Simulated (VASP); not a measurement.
Calculation: r2SCAN+rVV10, VASP's PBE PAW potentials (set 64) (plane waves; VASP).

The input files of a VASP run:

**INCAR**
```
# general
SYSTEM   = CuAu
PREC     = Accurate
ENCUT    = 520
LREAL    = .False.   # projection in real space or not
LASPH    = .True.

# electronic loop
EDIFF    = 1E-6
NELM     = 100
ALGO     = Normal   # blocked Davidson
LMAXMIX  = 6   # l cut-off of mixed one-centre charges
LMIXTAU  = .True.

# smearing
ISMEAR   = 1
SIGMA    = 0.1

# functional
METAGGA  = R2SCAN
LUSE_VDW = .True.
BPARAM   = 11.95
CPARAM   = 0.0093

# ions
IBRION   = 2
NSW      = 60
ISIF     = 3   # ions, shape and volume
EDIFFG   = -0.01

# output
LWAVE    = .False.
LCHARG   = .False.
```

**POSCAR**
```
CuAu
1
    2.8000000000     0.0000000000     0.0000000000
    0.0000000000     2.8000000000     0.0000000000
    0.0000000000     0.0000000000     3.6700000000
Cu Au
1 1
Direct
  0.0000000000   0.0000000000   0.0000000000
  0.5000000000   0.5000000000   0.5000000000
```

KPOINTS:
```
kpoints
0
Gamma
12 12 9
```

POTCAR, in this order: Cu Au (PBE.64 set). Program: vasp_std.

The run wrote:

File OSZICAR:
```
...
DAV:   8    -0.610394996496E+02    0.16298E-06   -0.60490E-07  2282   0.229E-02
   4 F= -.61039500E+02 E0= -.61039464E+02  d E =-.118485E-02
       N       E                     dE             d eps       ncg     rms          rms(c)
DAV:   1    -0.610673702393E+02   -0.27870E-01   -0.11148E+00  4690   0.117E+01    0.113E+00
DAV:   2    -0.610463361134E+02    0.21034E-01   -0.67834E-02  5552   0.684E+00    0.594E-01
DAV:   3    -0.610453114125E+02    0.10247E-02   -0.35645E-02  5267   0.718E+00    0.560E-01
DAV:   4    -0.610421681098E+02    0.31433E-02   -0.77177E-03  4818   0.317E+00    0.177E-01
DAV:   5    -0.610417634241E+02    0.40469E-03   -0.10291E-03  6370   0.577E-01    0.428E-02
DAV:   6    -0.610418528284E+02   -0.89404E-04   -0.27195E-04  5020   0.225E-01    0.269E-02
DAV:   7    -0.610418917663E+02   -0.38938E-04   -0.43047E-05  4555   0.784E-02    0.100E-02
DAV:   8    -0.610418921799E+02   -0.41354E-06   -0.62970E-06  5180   0.667E-02
   5 F= -.61041892E+02 E0= -.61041870E+02  d E =-.357738E-02
       N       E                     dE             d eps       ncg     rms          rms(c)
DAV:   1    -0.611462904608E+02   -0.10440E+00   -0.45834E+00  4662   0.238E+01    0.230E+00
DAV:   2    -0.610613093621E+02    0.84981E-01   -0.29297E-01  5529   0.145E+01    0.120E+00
DAV:   3    -0.610552594781E+02    0.60499E-02   -0.14793E-01  5240   0.152E+01    0.111E+00
DAV:   4    -0.610428876277E+02    0.12372E-01   -0.30889E-02  4891   0.622E+00    0.335E-01
DAV:   5    -0.610413637049E+02    0.15239E-02   -0.37237E-03  6268   0.101E+00    0.845E-02
DAV:   6    -0.610416894635E+02   -0.32576E-03   -0.94383E-04  4918   0.351E-01    0.525E-02
DAV:   7    -0.610418030491E+02   -0.11359E-03   -0.18667E-04  4587   0.149E-01    0.144E-02
DAV:   8    -0.610418204703E+02   -0.17421E-04   -0.26403E-05  5286   0.922E-02    0.354E-03
DAV:   9    -0.610418193081E+02    0.11622E-05   -0.39076E-06  4515   0.213E-02    0.157E-03
DAV:  10    -0.610418206331E+02   -0.13250E-05   -0.22854E-06  4304   0.187E-02    0.706E-04
DAV:  11    -0.610418208253E+02   -0.19219E-06   -0.12373E-07  2233   0.461E-03
   6 F= -.61041821E+02 E0= -.61041479E+02  d E =-.350602E-02
       N       E                     dE             d eps       ncg     rms          rms(c)
DAV:   1    -0.610647822919E+02   -0.22962E-01   -0.95330E-01  4613   0.113E+01    0.105E+00
DAV:   2    -0.610469500573E+02    0.17832E-01   -0.61440E-02  5416   0.689E+00    0.549E-01
DAV:   3    -0.610455946749E+02    0.13554E-02   -0.32575E-02  5239   0.662E+00    0.497E-01
DAV:   4    -0.610430777209E+02    0.25170E-02   -0.56573E-03  4939   0.282E+00    0.168E-01
DAV:   5    -0.610427195168E+02    0.35820E-03   -0.86344E-04  6419   0.606E-01    0.380E-02
DAV:   6    -0.610427838978E+02   -0.64381E-04   -0.25045E-04  5189   0.255E-01    0.229E-02
DAV:   7    -0.610428230753E+02   -0.39177E-04   -0.38130E-05  4602   0.748E-02    0.105E-02
DAV:   8    -0.610428240175E+02   -0.94223E-06   -0.57547E-06  5141   0.710E-02
   7 F= -.61042824E+02 E0= -.61042813E+02  d E =-.450922E-02
       N       E                     dE             d eps       ncg     rms          rms(c)
DAV:   1    -0.610442938209E+02   -0.14707E-02   -0.62683E-02  4599   0.286E+00    0.268E-01
DAV:   2    -0.610431079680E+02    0.11859E-02   -0.38054E-03  5571   0.163E+00    0.137E-01
DAV:   3    -0.610430174353E+02    0.90533E-04   -0.19808E-03  5273   0.164E+00    0.124E-01
DAV:   4    -0.610428560343E+02    0.16140E-03   -0.39435E-04  4884   0.735E-01    0.400E-02
DAV:   5    -0.610428306919E+02    0.25342E-04   -0.52663E-05  6356   0.129E-01    0.988E-03
DAV:   6    -0.610428345182E+02   -0.38263E-05   -0.14079E-05  5161   0.543E-02    0.598E-03
DAV:   7    -0.610428364407E+02   -0.19225E-05   -0.23200E-06  4160   0.182E-02    0.227E-03
DAV:   8    -0.610428367160E+02   -0.27530E-06   -0.36085E-07  2184   0.172E-02
   8 F= -.61042837E+02 E0= -.61042868E+02  d E =-.452192E-02
       N       E                     dE             d eps       ncg     rms          rms(c)
DAV:   1    -0.610431101199E+02   -0.27368E-03   -0.11240E-02  4627   0.121E+00    0.113E-01
DAV:   2    -0.610428831948E+02    0.22693E-03   -0.67910E-04  5505   0.691E-01    0.580E-02
DAV:   3    -0.610428789106E+02    0.42842E-05   -0.35283E-04  5266   0.698E-01    0.526E-02
DAV:   4    -0.610428482071E+02    0.30703E-04   -0.71180E-05  4864   0.310E-01    0.168E-02
DAV:   5    -0.610428460434E+02    0.21637E-05   -0.92584E-06  6328   0.534E-02    0.414E-03
DAV:   6    -0.610428469016E+02   -0.85823E-06   -0.24633E-06  4458   0.229E-02
   9 F= -.61042847E+02 E0= -.61042865E+02  d E =-.453210E-02
       N       E                     dE             d eps       ncg     rms          rms(c)
DAV:   1    -0.610451155677E+02   -0.22695E-02   -0.82686E-02  4783   0.388E+00    0.337E-01
DAV:   2    -0.610436328375E+02    0.14827E-02   -0.93223E-03  4784   0.322E+00    0.196E-01
DAV:   3    -0.610432469675E+02    0.38587E-03   -0.39755E-03  4683   0.239E+00    0.144E-01
DAV:   4    -0.610430327912E+02    0.21418E-03   -0.45349E-04  6002   0.665E-01    0.535E-02
DAV:   5    -0.610430010839E+02    0.31707E-04   -0.58924E-05  6375   0.173E-01    0.109E-02
DAV:   6    -0.610430054726E+02   -0.43887E-05   -0.22419E-05  5195   0.669E-02    0.657E-03
DAV:   7    -0.610430097758E+02   -0.43032E-05   -0.36677E-06  4423   0.190E-02    0.256E-03
DAV:   8    -0.610430101005E+02   -0.32471E-06   -0.40832E-07  2226   0.134E-02
  10 F= -.61043010E+02 E0= -.61042956E+02  d E =-.163199E-03
       N       E                     dE             d eps       ncg     rms          rms(c)
DAV:   1    -0.610432392853E+02   -0.22951E-03   -0.85437E-03  4783   0.124E+00    0.108E-01
DAV:   2    -0.610430954457E+02    0.14384E-03   -0.96977E-04  4771   0.103E+00    0.636E-02
DAV:   3    -0.610430486347E+02    0.46811E-04   -0.41442E-04  4704   0.779E-01    0.461E-02
DAV:   4    -0.610430262370E+02    0.22398E-04   -0.46749E-05  5996   0.211E-01    0.172E-02
DAV:   5    -0.610430219967E+02    0.42403E-05   -0.59368E-06  5967   0.551E-02    0.348E-03
DAV:   6    -0.610430224482E+02   -0.45151E-06   -0.23052E-06  4409   0.215E-02
  11 F= -.61043022E+02 E0= -.61042935E+02  d E =-.175547E-03
       N       E                     dE             d eps       ncg     rms          rms(c)
DAV:   1    -0.610438614022E+02   -0.83941E-03   -0.34104E-02  4783   0.248E+00    0.216E-01
DAV:   2    -0.610432728606E+02    0.58854E-03   -0.38677E-03  4728   0.207E+00    0.129E-01
DAV:   3    -0.610431004939E+02    0.17237E-03   -0.16821E-03  4703   0.156E+00    0.931E-02
DAV:   4    -0.610430116463E+02    0.88848E-04   -0.18640E-04  6004   0.423E-01    0.348E-02
DAV:   5    -0.610429974647E+02    0.14182E-04   -0.24351E-05  6368   0.112E-01    0.716E-03
DAV:   6    -0.610429991700E+02   -0.17054E-05   -0.93924E-06  5160   0.441E-02    0.422E-03
DAV:   7    -0.610430010014E+02   -0.18313E-05   -0.15316E-06  3715   0.125E-02    0.164E-03
DAV:   8    -0.610430011903E+02   -0.18889E-06   -0.19672E-07  2128   0.812E-03
  12 F= -.61043001E+02 E0= -.61042841E+02  d E =-.154289E-03
       N       E                     dE             d eps       ncg     rms          rms(c)
DAV:   1    -0.610434965941E+02   -0.49559E-03   -0.18801E-02  4797   0.183E+00    0.160E-01
DAV:   2    -0.610431444764E+02    0.35212E-03   -0.21243E-03  4758   0.153E+00    0.951E-02
DAV:   3    -0.610430715280E+02    0.72948E-04   -0.91091E-04  4710   0.117E+00    0.681E-02
DAV:   4    -0.610430250876E+02    0.46440E-04   -0.10149E-04  6015   0.307E-01    0.253E-02
DAV:   5    -0.610430211571E+02    0.39306E-05   -0.12820E-05  6375   0.803E-02    0.518E-03
DAV:   6    -0.610430221624E+02   -0.10053E-05   -0.50486E-06  4893   0.309E-02    0.304E-03
DAV:   7    -0.610430231151E+02   -0.95274E-06   -0.83061E-07  3131   0.930E-03
  13 F= -.61043023E+02 E0= -.61042918E+02  d E =-.176214E-03
```

### OUTCAR
```
------------------------ aborting loop because EDIFF is reached ----------------------------------------
  FORCE on cell =-STRESS in cart. coord.  units (eV):
  Direction    XX          YY          ZZ          XY          YZ          ZX
  --------------------------------------------------------------------------------------
  Total       -0.0072198     -0.0072198     -0.0001180      0.0000000      0.0000000      0.0000000
  in kB       -0.4018179     -0.4018179     -0.0065664      0.0000000      0.0000000      0.0000000
  external PRESSURE =      -0.2700674 kB  Pullay stress =       0.0000000 kB
  volume of cell :       28.79
      direct lattice vectors                 reciprocal lattice vectors
     2.855536104  0.000000000  0.000000000     0.350196938  0.000000000 -0.000000000
     0.000000000  2.855536104  0.000000000     0.000000000  0.350196938 -0.000000000
     0.000000000  0.000000000  3.530467435    -0.000000000 -0.000000000  0.283248612
 POSITION                                       TOTAL-FORCE (eV/Angst)
 -----------------------------------------------------------------------------------
      0.00000      0.00000      0.00000         0.000000      0.000000      0.000000
      1.42777      1.42777      1.76523        -0.000000     -0.000000      0.000000
 -----------------------------------------------------------------------------------
    total drift:                                0.000000      0.000000     -0.000000
  FREE ENERGIE OF THE ION-ELECTRON SYSTEM (eV)
  ---------------------------------------------------
  free  energy   TOTEN  =       -61.0430231151 eV

  energy  without entropy=      -61.0427064009  energy(sigma->0) =      -61.04291754

 reached required accuracy - stopping structural energy minimisation
```
(Selected blocks of OUTCAR.)

File CONTCAR:
```
CuAu
   1.00000000000000
     2.8555361044043313    0.0000000000000000    0.0000000000000000
     0.0000000000000000    2.8555361044043313    0.0000000000000000
     0.0000000000000001    0.0000000000000000    3.5304674350943390
  Cu              Au
     1     1
Direct
     0.0000000000000000    0.0000000000000000    0.0000000000000000
     0.5000000000000000    0.5000000000000000    0.5000000000000000
```

The compound is CuAu in the L1_0 structure. This run relaxes it. Symmetry was kept, so distortions that lower it aren't found.
